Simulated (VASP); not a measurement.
These are optB86b-vdW, VASP's PBE PAW potentials (set 64) (plane waves; VASP) values and carry that method's errors.

VASP input:

### POSCAR
```
Gd
1
    1.7943321396    -3.1078742229    -0.0000000000
    1.7943321396     3.1078742229    -0.0000000000
   -0.0000000000    -0.0000000000     5.6453190152
Gd
2
Direct
  0.3333330000   0.6666670000   0.2500000000
  0.6666670000   0.3333330000   0.7500000000
```

**INCAR**
```
! general
SYSTEM   = Gd
PREC     = Accurate
ENCUT    = 520
LREAL    = .FALSE.
LASPH    = .TRUE.

! electronic loop
EDIFF    = 1E-7
NELM     = 100
ALGO     = Normal
LMAXMIX  = 6

! smearing
ISMEAR   = -5

! functional
GGA      = MK
LUSE_VDW = .TRUE.
AGGAC    = 0.0
PARAM1   = 0.1234
PARAM2   = 1.0

! ions
ISIF     = 2

! output
LWAVE    = .FALSE.
LCHARG   = .TRUE.
LORBIT   = 11
NEDOS    = 601
```

KPOINTS:
```
Automatic mesh
0
Gamma
13 13 7
0 0 0
```

POTCAR, in this order: Gd_3 (PBE.64 set). Program: vasp_std.

The run wrote:

**OUTCAR**
```
 ion  position               nearest neighbor table
   1  0.333  0.667  0.250-   2 3.50   2 3.50   2 3.50   2 3.50   2 3.50   2 3.50
   2  0.667  0.333  0.750-   1 3.50   1 3.50   1 3.50   1 3.50   1 3.50   1 3.50
  LATTYP: Found a hexagonal cell.
 ALAT       =     3.5886640986
 C/A-ratio  =     1.5730976375
 Subroutine PRICEL returns:
 Original cell was already a primitive cell.
 Subroutine GETGRP returns: Found 24 space group operations
The static configuration has the point symmetry D_3d.
 The point group associated with its full space group is D_6h.
The dynamic configuration has the point symmetry D_3d.
 Subroutine INISYM returns: Found 24 space group operations
 Subroutine IBZKPT returns following result:
 Found     84 irreducible k-points:

 Following reciprocal coordinates:
            Coordinates               Weight
  0.000000  0.000000  0.000000      1.000000
  0.076923  0.000000  0.000000      6.000000
  0.153846  0.000000  0.000000      6.000000
  0.230769  0.000000  0.000000      6.000000
  0.307692  0.000000  0.000000      6.000000
  0.384615  0.000000  0.000000      6.000000
  0.461538  0.000000  0.000000      6.000000
  0.076923  0.076923  0.000000      6.000000
  0.153846  0.076923  0.000000     12.000000
  0.230769  0.076923  0.000000     12.000000
  0.307692  0.076923  0.000000     12.000000
  0.384615  0.076923  0.000000     12.000000
  0.461538  0.076923  0.000000      6.000000
  0.153846  0.153846  0.000000      6.000000
  0.230769  0.153846  0.000000     12.000000
  0.307692  0.153846  0.000000     12.000000
  0.384615  0.153846  0.000000     12.000000
  0.230769  0.230769  0.000000      6.000000
  0.307692  0.230769  0.000000     12.000000
  0.384615  0.230769  0.000000      6.000000
  0.307692  0.307692  0.000000      6.000000
  0.000000  0.000000  0.142857      2.000000
  0.076923  0.000000  0.142857     12.000000
  0.153846  0.000000  0.142857     12.000000
  0.230769  0.000000  0.142857     12.000000
  0.307692  0.000000  0.142857     12.000000
  0.384615  0.000000  0.142857     12.000000
  0.461538  0.000000  0.142857     12.000000
  0.076923  0.076923  0.142857     12.000000
  0.153846  0.076923  0.142857     24.000000
  0.230769  0.076923  0.142857     24.000000
  0.307692  0.076923  0.142857     24.000000
  0.384615  0.076923  0.142857     24.000000
  0.461538  0.076923  0.142857     12.000000
  0.153846  0.153846  0.142857     12.000000
  0.230769  0.153846  0.142857     24.000000
  0.307692  0.153846  0.142857     24.000000
  0.384615  0.153846  0.142857     24.000000
  0.230769  0.230769  0.142857     12.000000
  0.307692  0.230769  0.142857     24.000000
   k-points           NKPTS =     84   k-points in BZ     NKDIM =     84   number of bands    NBANDS=     13
   number of dos      NEDOS =    601   number of ions     NIONS =      2
   total plane-waves  NPLWV =  32928
   dimension x,y,z NGX =    28 NGY =   28 NGZ =   42
   dimension x,y,z NGXF=    56 NGYF=   56 NGZF=   84
   ions per type =               2
   PREC   = accura    normal or accurate (medium, high low for compatibility)
   ISTART =      0    job   : 0-new  1-cont  2-samecut
   ICHARG =      2    charge: 1-file 2-atom 10-const
   ISPIN  =      1    spin polarized calculation?
   LNONCOLLINEAR =      F non collinear calculations
   LSORBIT =      F    spin-orbit coupling
   INIWAV =      1    electr: 0-lowe 1-rand  2-diag
   ENCUT  =  520.0 eV  38.22 Ry    6.18 a.u.   6.67  6.67 10.50*2*pi/ulx,y,z
   NELM   =    100;   NELMIN=  2; NELMDL= -5     # of ELM steps
   EDIFF  = 0.1E-06   stopping-criterion for ELM
   LREAL  =      F    real-space projection
...
```

### OSZICAR
```
       N       E                     dE             d eps       ncg     rms          rms(c)
DAV:   1     0.452708342110E+02    0.45271E+02   -0.89885E+03  2184   0.124E+03
DAV:   2    -0.252194356260E+01   -0.47793E+02   -0.46676E+02  2479   0.239E+02
DAV:   3    -0.420569139468E+01   -0.16837E+01   -0.16335E+01  2953   0.277E+01
DAV:   4    -0.423607624779E+01   -0.30385E-01   -0.30068E-01  2755   0.379E+00
DAV:   5    -0.423695794642E+01   -0.88170E-03   -0.87089E-03  3163   0.467E-01    0.228E+01
DAV:   6    -0.424615172772E+01   -0.91938E-02   -0.18882E-02  2509   0.113E+00    0.137E+01
DAV:   7    -0.425907338867E+01   -0.12922E-01   -0.36101E-02  2432   0.155E+00    0.217E-01
DAV:   8    -0.425891943497E+01    0.15395E-03   -0.19809E-03  2629   0.325E-01    0.749E-02
DAV:   9    -0.425895405180E+01   -0.34617E-04   -0.23095E-04  2728   0.108E-01    0.367E-02
DAV:  10    -0.425895086818E+01    0.31836E-05   -0.36710E-05  2580   0.435E-02    0.430E-02
DAV:  11    -0.425895275894E+01   -0.18908E-05   -0.63685E-06  2649   0.167E-02    0.153E-03
DAV:  12    -0.425895284578E+01   -0.86834E-07   -0.44206E-07  3139   0.424E-03
   1 F= -.42589528E+01 E0= -.42589528E+01  d E =0.000000E+00
```

**OUTCAR**
```
------------------------ aborting loop because EDIFF is reached ----------------------------------------
  FORCE on cell =-STRESS in cart. coord.  units (eV):
  Direction    XX          YY          ZZ          XY          YZ          ZX
  --------------------------------------------------------------------------------------
  Total       -0.1255235     -0.1255235      0.0081198      0.0000000      0.0000000      0.0000000
  in kB       -3.1941181     -3.1941176      0.2066196      0.0000000      0.0000000      0.0000000
  external PRESSURE =      -2.0605387 kB  Pullay stress =       0.0000000 kB
  volume of cell :       62.96
      direct lattice vectors                 reciprocal lattice vectors
     1.794332140 -3.107874223  0.000000000     0.278655210 -0.160881672  0.000000000
     1.794332140  3.107874223  0.000000000     0.278655210  0.160881672  0.000000000
     0.000000000  0.000000000  5.645319015     0.000000000  0.000000000  0.177137908
 POSITION                                       TOTAL-FORCE (eV/Angst)
 -----------------------------------------------------------------------------------
      1.79433      1.03596      1.41133         0.000000     -0.000000      0.000000
      1.79433     -1.03596      4.23399        -0.000000      0.000000      0.000000
 -----------------------------------------------------------------------------------
    total drift:                                0.000000      0.000111     -0.000011
  FREE ENERGIE OF THE ION-ELECTRON SYSTEM (eV)
  ---------------------------------------------------
  free  energy   TOTEN  =        -4.2589528458 eV

  energy  without entropy=       -4.2589528458  energy(sigma->0) =       -4.25895285

 total charge

# of ion       s       p       d       tot
------------------------------------------
    1        0.358   6.243   1.169   7.769
    2        0.358   6.243   1.169   7.769
--------------------------------------------------
tot          0.715  12.485   2.338  15.539
```
(Selected blocks of OUTCAR.)

The 4f electrons are frozen in the core of the lanthanide potential, so 4f levels, which can set the real gap, and their magnetism are missing. For a metal the tetrahedron method with Blöchl corrections gives inexact stress and forces.

The compound is Gd in the hcp structure. It was relaxed first.
